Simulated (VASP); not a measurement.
Computed with PBE GGA, VASP's PBE PAW potentials (set 64) (plane waves; VASP).

Input for VASP

### INCAR
```
NELM  =  100   ! most electronic steps
ISMEAR  =  0
LASPH  =  .True.   ! aspherical one-centre terms
LWAVE  =  .False.
PREC  =  Accurate
SIGMA  =  0.05
LCHARG  =  .False.
LREAL  =  .False.
GGA  =  PE
ALGO  =  Normal   ! blocked Davidson
EDIFF  =  1E-6
ISIF  =  2
SYSTEM  =  CaO
ENCUT  =  520   ! plane-wave cut-off (eV)
```

**POSCAR**
```
CaO
1.0
  0.0000000000   2.4531000000   2.4531000000
  2.4531000000   0.0000000000   2.4531000000
  2.4531000000   2.4531000000   0.0000000000
Ca O
1 1
direct
  0.0000000000   0.0000000000   0.0000000000
  0.5000000000   0.5000000000   0.5000000000
```

KPOINTS:
```
Automatic mesh
0
Gamma
7 7 7
0 0 0
```

POTCAR, in this order: Ca_sv O (PBE.64 set). Program: vasp_std.

The resulting files:

**OSZICAR**
```
       N       E                     dE             d eps       ncg     rms          rms(c)
DAV:   1     0.134857297192E+03    0.13486E+03   -0.85840E+03   480   0.135E+03
DAV:   2    -0.785046132104E+01   -0.14271E+03   -0.13303E+03   600   0.339E+02
DAV:   3    -0.143040999664E+02   -0.64536E+01   -0.63950E+01   620   0.737E+01
DAV:   4    -0.145020953512E+02   -0.19800E+00   -0.19783E+00   684   0.114E+01
DAV:   5    -0.145042280825E+02   -0.21327E-02   -0.21327E-02   592   0.134E+00    0.857E+00
DAV:   6    -0.128444837902E+02    0.16597E+01   -0.90808E+00   552   0.273E+01    0.381E+00
DAV:   7    -0.127920083879E+02    0.52475E-01   -0.77651E-01   664   0.840E+00    0.177E+00
DAV:   8    -0.127928446527E+02   -0.83626E-03   -0.80325E-02   512   0.323E+00    0.428E-01
DAV:   9    -0.127910250149E+02    0.18196E-02   -0.24069E-02   608   0.121E+00    0.136E-01
DAV:  10    -0.127915337527E+02   -0.50874E-03   -0.22358E-03   516   0.470E-01    0.268E-02
DAV:  11    -0.127915737022E+02   -0.39950E-04   -0.36737E-04   688   0.153E-01    0.287E-02
DAV:  12    -0.127915618959E+02    0.11806E-04   -0.50072E-05   560   0.766E-02    0.570E-03
DAV:  13    -0.127915616057E+02    0.29013E-06   -0.43058E-06   608   0.193E-02
   1 F= -.12791562E+02 E0= -.12791562E+02  d E =-.668360E-15
```

**OUTCAR**
```
------------------------ aborting loop because EDIFF is reached ----------------------------------------
  FORCE on cell =-STRESS in cart. coord.  units (eV):
  Direction    XX          YY          ZZ          XY          YZ          ZX
  --------------------------------------------------------------------------------------
  Total       -0.7347784     -0.7347784     -0.7347784     -0.0000000      0.0000000     -0.0000000
  in kB      -39.8741298    -39.8741298    -39.8741298     -0.0000000      0.0000000     -0.0000000
  external PRESSURE =     -39.8741298 kB  Pullay stress =       0.0000000 kB
  volume of cell :       29.52
      direct lattice vectors                 reciprocal lattice vectors
     0.000000000  2.453100000  2.453100000    -0.203823733  0.203823733  0.203823733
     2.453100000  0.000000000  2.453100000     0.203823733 -0.203823733  0.203823733
     2.453100000  2.453100000  0.000000000     0.203823733  0.203823733 -0.203823733
  FREE ENERGIE OF THE ION-ELECTRON SYSTEM (eV)
  ---------------------------------------------------
  free  energy   TOTEN  =       -12.7915616057 eV

  energy  without entropy=      -12.7915616057  energy(sigma->0) =      -12.79156161
```
(Selected blocks of OUTCAR.)

OUTCAR:
```
 val. band max:        2.0114668939   @ k =   0.0000   0.0000   0.0000

 cond. band min:       5.7444379165   @ k =   0.4286   0.4286   0.0000


 Fermi energy:         2.2695094066

 k-point     1 :       0.0000    0.0000    0.0000
  band No.  band energies     occupation
      1     -35.8835      2.00000
      2     -16.6868      2.00000
      3     -16.6868      2.00000
      4     -16.6868      2.00000
      5     -13.4036      2.00000
      6       2.0115      2.00000
      7       2.0115      2.00000
      8       2.0115      2.00000
      9       6.2425      0.00000
     10       8.0804      0.00000
     11       8.0804      0.00000
     12       8.0804      0.00000

 k-point     2 :       0.1429    0.0000    0.0000
  band No.  band energies     occupation
      1     -35.8690      2.00000
      2     -16.8826      2.00000
      3     -16.6955      2.00000
      4     -16.6955      2.00000
      5     -13.1910      2.00000
      6       1.3662      2.00000
      7       1.7717      2.00000
      8       1.7717      2.00000
      9       7.0900      0.00000
     10       8.0347      0.00000
     11       8.3963      0.00000
     12       8.3963      0.00000

 k-point     3 :       0.2857    0.0000    0.0000
  band No.  band energies     occupation
      1     -35.8362      2.00000
      2     -17.2588      2.00000
      3     -16.7150      2.00000
      4     -16.7150      2.00000
      5     -12.7756      2.00000
      6       0.2962      2.00000
      7       1.2999      2.00000
      8       1.2999      2.00000
      9       8.1703      0.00000
     10       8.7401      0.00000
     11       9.1824      0.00000
     12       9.1824      0.00000

 k-point     4 :       0.4286    0.0000    0.0000
  band No.  band energies     occupation
      1     -35.8097      2.00000
      2     -17.5187      2.00000
      3     -16.7305      2.00000
      4     -16.7305      2.00000
      5     -12.4814      2.00000
      6      -0.3922      2.00000
...
```

The compound is CaO in the rock salt structure. The cell was not relaxed at this level.
